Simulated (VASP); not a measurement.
# NiO: what each functional gives, and what it costs

Aim: the band gap of NiO at many levels of theory on one cell, with the cost of each. The levels: LDA, PBEsol, PBE, r2SCAN, TB-mBJ, SCAN, HSE06, HSE03 and B3LYP. The start is a cell from a database of measured crystal structures.

Main program and level: VASP 6.6.1; PBE, DFT+U (Ni d 4 eV), spin-polarised from a ferromagnetic start (one magnetic atom a cell); plane waves and PAW (Ni, O), in the first sound run; inputs show where later runs differ.

### Step 1. The starting structure

It takes space group Fm-3m (No. 225, cubic). The conventional cell has a = 4.172 Å, b = 4.172 Å, c = 4.172 Å, α = 90.00°, β = 90.00°, γ = 90.00°. Nearest to Ni lie 6 O at 2.09 Å. Nearest to O lie 6 Ni at 2.09 Å. Farther neighbours and most contacts between anions are not listed.

Coordinates:

```
Ni O
1.0
     0.00000    2.08590    2.08590
     2.08590    0.00000    2.08590
     2.08590    2.08590    0.00000
Ni O
1 1
Direct
  0.00000 0.00000 0.00000
  0.50000 0.50000 0.50000
```

### Step 2. Magnetic order: ferromagnetic

The properties of a magnet depend on its order, so a few collinear patterns are compared first on the cell as listed, beginning with all moments parallel. PBE, the usual starting point, adds the gradient of the density. A Hubbard U penalises fractional filling of the localised shell, which semilocal functionals favour.

INCAR

```
SYSTEM = NiO
PREC = Accurate
ENCUT = 520
EDIFF = 1E-06
NELM = 100
ISMEAR = -1
SIGMA = 0.05
LREAL = .FALSE.
ALGO = Normal
GGA = PE
NBANDS = 16
ISPIN = 2
MAGMOM = 1 0
LDAU = .TRUE.
LDAUTYPE = 2
LDAUL = 2 -1
LDAUU = 4 0
LDAUJ = 0 0
LDAUPRINT = 1
LASPH = .TRUE.
LMAXMIX = 4
LORBIT = 11
LWAVE = .FALSE.
LCHARG = .FALSE.
KPAR = 8
ISIF = 2
```

POSCAR

```
NiO
1.0
    0.0000000000      2.0859016414      2.0859016414
    2.0859016414      0.0000000000      2.0859016414
    2.0859016414      2.0859016414      0.0000000000
Ni O
1 1
Direct
    0.0000000000      0.0000000000      0.0000000000
    0.5000000000      0.5000000000      0.5000000000
```

KPOINTS

```
Automatic mesh
0
Gamma
9 9 9
0 0 0
```

PAW data sets: Ni and O (PBE family, release 64).

The run is started by

```
$ mpirun -np 8 vasp_std
```

The log of the run:

```text
[banner, memory and clock lines left out]
running    8 mpi-ranks, on    1 nodes
 distrk:  each k-point on    1 cores,    8 groups
 distr:  one band on    1 cores,    1 groups

 POSCAR found type information on POSCAR NiO
 POSCAR found :  2 types and       2 ions
|                                                                             |
|           W    W    AA    RRRRR   N    N  II  N    N   GGGG   !!!           |
|           W    W   A  A   R    R  NN   N  II  NN   N  G    G  !!!           |
|           W    W  A    A  R    R  N N  N  II  N N  N  G       !!!           |
|           W WW W  AAAAAA  RRRRR   N  N N  II  N  N N  G  GGG   !            |
|           WW  WW  A    A  R   R   N   NN  II  N   NN  G    G                |
|           W    W  A    A  R    R  N    N  II  N    N   GGGG   !!!           |
|                                                                             |
|     For optimal performance we recommend to set                             |
|       NCORE = 2 up to number-of-cores-per-socket                            |
|     NCORE specifies how many cores store one orbital (NPAR=cpu/NCORE).      |
|     This setting can greatly improve the performance of VASP for DFT.       |
|     The default, NCORE=1 might be grossly inefficient on modern             |
|     multi-core architectures or massively parallel machines. Do your        |
|     Unfortunately you need to use the default for GW and RPA                |
|     calculations (for HF NCORE is supported but not extensively tested      |
|     yet).                                                                   |
|                                                                             |

 LDA part: xc-table for (Slater+PW92), standard interpolation
 POSCAR, INCAR and KPOINTS ok, starting setup
 FFT: planning ... GRIDC
 FFT: planning ... GRID_SOFT
 FFT: planning ... GRID
 WAVECAR not read
 entering main loop
       N       E                     dE             d eps       ncg     rms          rms(c)
DAV:   1     0.811108919256E+02    0.81111E+02   -0.75603E+03  2328   0.127E+03
DAV:   2    -0.628178832484E+01   -0.87393E+02   -0.76499E+02  2440   0.252E+02
DAV:   3    -0.106174432851E+02   -0.43357E+01   -0.42449E+01  2688   0.600E+01
DAV:   4    -0.106526968837E+02   -0.35254E-01   -0.35243E-01  2744   0.528E+00
DAV:   5    -0.106533412287E+02   -0.64435E-03   -0.64434E-03  2680   0.705E-01    0.163E+01
DAV:   6    -0.103947996233E+02    0.25854E+00   -0.12697E+01  2768   0.716E+01    0.176E+01
DAV:   7    -0.103099407156E+02    0.84859E-01   -0.14141E+00  2584   0.321E+01    0.866E+00
DAV:   8    -0.104520197980E+02   -0.14208E+00   -0.19839E-01  2816   0.504E+00    0.529E+00
DAV:   9    -0.105006552485E+02   -0.48635E-01   -0.37585E-02  2944   0.700E+00    0.504E-01
DAV:  10    -0.105057746966E+02   -0.51194E-02   -0.18666E-02  2776   0.194E+00    0.273E-01
DAV:  11    -0.105056252995E+02    0.14940E-03   -0.21074E-03  2824   0.108E+00    0.852E-02
DAV:  12    -0.105057491455E+02   -0.12385E-03   -0.21354E-04  2552   0.260E-01    0.462E-02
DAV:  13    -0.105057841190E+02   -0.34973E-04   -0.59326E-05  3240   0.163E-01    0.161E-02
DAV:  14    -0.105057900034E+02   -0.58844E-05   -0.13554E-05  2736   0.483E-02    0.434E-03
DAV:  15    -0.105057899973E+02    0.60850E-08   -0.62268E-07  1608   0.965E-03
   1 F= -.10505790E+02 E0= -.10505790E+02  d E =-.216210E-07  mag=     2.0000
```

Elapsed: 6.8 s, on 8 MPI ranks of Intel Xeon Platinum 8259CL at 2.50GHz (Skylake/Cascade Lake), shared host; peak memory 1.3 GiB; 49 s of CPU time.

The logs omit lines about the potential files and the build; timing stands in the text.

OUTCAR, selected parts (step 2):

```text
ion  position               nearest neighbor table
   1  0.000  0.000  0.000-   2 2.09   2 2.09   2 2.09   2 2.09   2 2.09   2 2.09
   2  0.500  0.500  0.500-   1 2.09   1 2.09   1 2.09   1 2.09   1 2.09   1 2.09

  LATTYP: Found a face centered cubic cell.
 ALAT       =     4.1718032828

 Subroutine GETGRP returns: Found 48 space group operations
 (whereof 48 operations were pure point group operations)

The static configuration has the point symmetry O_h .

 Found     35 irreducible k-points:

   k-points           NKPTS =     35   k-points in BZ     NKDIM =     35   number of bands    NBANDS=     16

   dimension x,y,z NGX =    24 NGY =   24 NGZ =   24
   dimension x,y,z NGXF=    48 NGYF=   48 NGZF=   48

   ENCUT  =  520.0 eV  38.22 Ry    6.18 a.u.   5.48  5.48  5.48*2*pi/ulx,y,z

   NELECT =      16.0000    total number of electrons

 k-points in reciprocal lattice and weights: Automatic mesh
   0.00000000  0.00000000  0.00000000       0.001
   0.11111111  0.00000000  0.00000000       0.011
   0.22222222  0.00000000  0.00000000       0.011
   0.33333333  0.00000000  0.00000000       0.011
   0.44444444  0.00000000  0.00000000       0.011
   0.11111111  0.11111111  0.00000000       0.008
   0.22222222  0.11111111  0.00000000       0.033
   0.33333333  0.11111111  0.00000000       0.033
   0.44444444  0.11111111  0.00000000       0.033
[...]
-0.33333333  0.44444444  0.11111111       0.033
  -0.33333333  0.44444444  0.22222222       0.033

atom =   1  type =  1  l = 2

 onsite density matrix

spin component  1

  0.9771  0.0000  0.0000 -0.0000 -0.0000
  0.0000  0.9771 -0.0000 -0.0000  0.0000
  0.0000 -0.0000  1.0269 -0.0000 -0.0000
 -0.0000 -0.0000 -0.0000  0.9771 -0.0000
 -0.0000  0.0000 -0.0000 -0.0000  1.0269

spin component  2

  0.9745  0.0000 -0.0000 -0.0000 -0.0000
  0.0000  0.9745  0.0000 -0.0000  0.0000
 -0.0000  0.0000  0.1682 -0.0000 -0.0000
 -0.0000 -0.0000 -0.0000  0.9745  0.0000
 -0.0000  0.0000 -0.0000  0.0000  0.1682

 occupancies and eigenvectors

  o =  0.1682  v =  0.0000  0.0000  0.0000  0.0000  0.0000  0.0000  0.0000 -0.0171 -0.0000 -0.9999      0.0000  0.0000  0.0000  0.0000  0.0000  0.0000  0.0000  0.0000  0.0000  0.0000
  o =  0.1682  v =  0.0000  0.0000  0.0000  0.0000  0.0000  0.0000 -0.0000 -0.9999 -0.0000  0.0171      0.0000  0.0000  0.0000  0.0000  0.0000  0.0000  0.0000  0.0000  0.0000  0.0000
  o =  0.9745  v =  0.0000  0.0000  0.0000  0.0000  0.0000  0.0000  0.5259 -0.0000 -0.8505 -0.0000      0.0000  0.0000  0.0000  0.0000  0.0000  0.0000  0.0000  0.0000  0.0000  0.0000
  o =  0.9745  v =  0.0000  0.0000  0.0000  0.0000  0.0000  0.0000 -0.8505 -0.0000 -0.5259 -0.0000      0.0000  0.0000  0.0000  0.0000  0.0000  0.0000  0.0000  0.0000  0.0000  0.0000
  o =  0.9745  v =  0.0000  0.0000  0.0000  0.0000  0.0000  1.0000  0.0000  0.0000  0.0000  0.0000      0.0000  0.0000  0.0000  0.0000  0.0000  0.0000  0.0000  0.0000  0.0000  0.0000
  o =  0.9771  v =  0.0000  0.1677  0.0000  0.9858 -0.0000  0.0000  0.0000  0.0000  0.0000  0.0000      0.0000  0.0000  0.0000  0.0000  0.0000  0.0000  0.0000  0.0000  0.0000  0.0000
  o =  0.9771  v =  1.0000  0.0000  0.0000  0.0000  0.0000  0.0000  0.0000  0.0000  0.0000  0.0000      0.0000  0.0000  0.0000  0.0000  0.0000  0.0000  0.0000  0.0000  0.0000  0.0000
  o =  0.9771  v =  0.0000  0.9858 -0.0000 -0.1677 -0.0000  0.0000  0.0000  0.0000  0.0000  0.0000      0.0000  0.0000  0.0000  0.0000  0.0000  0.0000  0.0000  0.0000  0.0000  0.0000
  o =  1.0269  v =  0.0000 -0.0000 -1.0000  0.0000 -0.0039  0.0000  0.0000  0.0000  0.0000  0.0000      0.0000  0.0000  0.0000  0.0000  0.0000  0.0000  0.0000  0.0000  0.0000  0.0000
  o =  1.0269  v =  0.0000  0.0000 -0.0039  0.0000  1.0000  0.0000  0.0000  0.0000  0.0000  0.0000      0.0000  0.0000  0.0000  0.0000  0.0000  0.0000  0.0000  0.0000  0.0000  0.0000

 average (electrostatic) potential at core
       1 -84.2327       2 -67.5591

 E-fermi :   7.9387

 spin component 1
 k-point     1 :       0.0000    0.0000    0.0000
  band No.  band energies     occupation
    ...
      5       3.0451      1.00000
      6       3.0451      1.00000
      7       5.2985      1.00000
      8       5.2985      1.00000
      9       5.2985      1.00000
     10       9.5895      0.00000
     11      25.6176      0.00000
     12      25.6176      0.00000
     13      25.6176      0.00000
     14      25.8667      0.00000
    ...

 k-point     2 :       0.1111    0.0000    0.0000
  band No.  band energies     occupation
    ...
      5       3.0762      1.00000
      6       3.0763      1.00000
      7       4.7592      1.00000
      8       5.6169      1.00000
      9       5.6169      1.00000
     10      10.4492      0.00000
     11      22.8267      0.00000
     12      25.4212      0.00000
     13      25.4212      0.00000
     14      27.8417      0.00000
    ...

 k-point     3 :       0.2222    0.0000    0.0000
  band No.  band energies     occupation
    ...
      5       3.2322      1.00000
      6       3.2323      1.00000
      7       4.3715      1.00000
      8       6.2584      1.00000
      9       6.2585      1.00000
     10      11.9934      0.00000
     11      20.3211      0.00000
     12      24.2697      0.00000
     13      24.2697      0.00000
     14      28.0985      0.00000
    ...

 k-point     4 :       0.3333    0.0000    0.0000
  band No.  band energies     occupation
    ...
      5       3.4457      1.00000
      6       3.4458      1.00000
      7       4.4566      1.00000
      8       6.8484      1.00000
      9       6.8484      1.00000
     10      13.1810      0.00000
     11      18.6656      0.00000
     12      22.8628      0.00000
     13      22.8628      0.00000
     14      28.1356      0.00000
    ...

 k-point     5 :       0.4444    0.0000    0.0000
  band No.  band energies     occupation
    ...
      5       3.5938      1.00000
      6       3.5939      1.00000
      7       4.6121      1.00000
      8       7.1916      1.00000
      9       7.1917      1.00000
     10      13.5801      0.00000
     11      18.0805      0.00000
     12      22.0302      0.00000
     13      22.0303      0.00000
     14      28.3303      0.00000
    ...

 k-point     6 :       0.1111    0.1111    0.0000
  band No.  band energies     occupation
    ...
      5       2.9738      1.00000
      6       2.9738      1.00000
      7       5.1456      1.00000
      8       5.3567      1.00000
      9       5.3567      1.00000
     10      10.7620      0.00000
     11      22.9015      0.00000
     12      24.9678      0.00000
     13      24.9679      0.00000
     14      26.0942      0.00000
    ...

  Total        0.6495716      0.6495716      0.6495716      0.0000000     -0.0000000     -0.0000000
  in kB       57.3358323     57.3358323     57.3358323      0.0000000     -0.0000000     -0.0000000
  external PRESSURE =      57.3358323 kB  Pullay stress =       0.0000000 kB

  energy-cutoff  :      520.00
  volume of cell :       18.15
      direct lattice vectors                 reciprocal lattice vectors
     0.000000000  2.085901641  2.085901641    -0.239704495  0.239704495  0.239704495
     2.085901641  0.000000000  2.085901641     0.239704495 -0.239704495  0.239704495
     2.085901641  2.085901641  0.000000000     0.239704495  0.239704495 -0.239704495

 POSITION                                       TOTAL-FORCE (eV/Angst)
 -----------------------------------------------------------------------------------
      0.00000      0.00000      0.00000         0.000000      0.000000      0.000000
      2.08590      2.08590      2.08590         0.000000     -0.000000     -0.000000
 -----------------------------------------------------------------------------------
    total drift:                                0.000000     -0.000000     -0.000000

  FREE ENERGIE OF THE ION-ELECTRON SYSTEM (eV)
  ---------------------------------------------------
  free  energy   TOTEN  =       -10.5057899973 eV

  energy  without entropy=      -10.5057899757  energy(sigma->0) =      -10.50578999

 total charge
# of ion       s       p       d       tot
------------------------------------------
    1        0.343   0.424   8.219   8.985
    2        1.549   3.474   0.000   5.023
--------------------------------------------------
tot          1.892   3.898   8.219  14.009

 magnetization (x)
# of ion       s       p       d       tot
------------------------------------------
    1        0.011   0.014   1.724   1.749
    2        0.023   0.205   0.000   0.227
--------------------------------------------------
tot          0.034   0.219   1.724   1.977

[... 6 further parts left out ...]
```

The gap is read on the k-mesh alone, so it is an upper bound where the band edges lie off the mesh. Direct gaps are counted within one spin. The valence top and the conduction bottom belong to opposite spins. At this level the cell is under a pressure of 5.7 GPa, so at these settings it is away from equilibrium.

This step gave:

```
SCF cycles                                        : 15
electrons                                         : 16
bands                                             : 16
irreducible k-points                              : 35
symmetry operations                               : 48
free energy (TOTEN)                               : -10.51 eV
Fermi energy                                      : 7.939 eV
pressure                                          : 5.734 GPa
moment of the cell, from the last line of the log : 2 μB
metallic                                          : no
valence top at k                                  : 0.4444, 0, 0
conduction bottom at k                            : 0, 0, 0
least direct gap on the k-mesh, within one spin   : 2.763 eV
gap on the k-mesh                                 : 1.396 eV
```

Spin moment in the PAW sphere by atom:

```csv
atom,spin moment in the PAW sphere (μB)
Ni1,1.75
O2,0.23
```

The run ends ferromagnetic with a largest moment of 1.75 μB, and the mesh shows a gap of 1.40 eV.

(Continued in part 2 of 6.)

[Lines on the potential files, build, host, timing and source positions are cut from VASP's logs without a mark.]

[Logs are printed without paths, hosts, clocks, repeated set-up lines and the standing remarks that a program may print on its own settings, such as how far it seeks lower states.]

[Hosts, paths, dates, database ids (printed as entryN), source tags and the programs' standing remarks are cut or masked in the printed files.]

[Measured values are set beside computed ones only where the two were judged alike; some that the calculation misses by far are left out.]

[In band tables of VASP the shares of atoms and orbitals are scaled to a sum of 1 inside the atoms' spheres.]
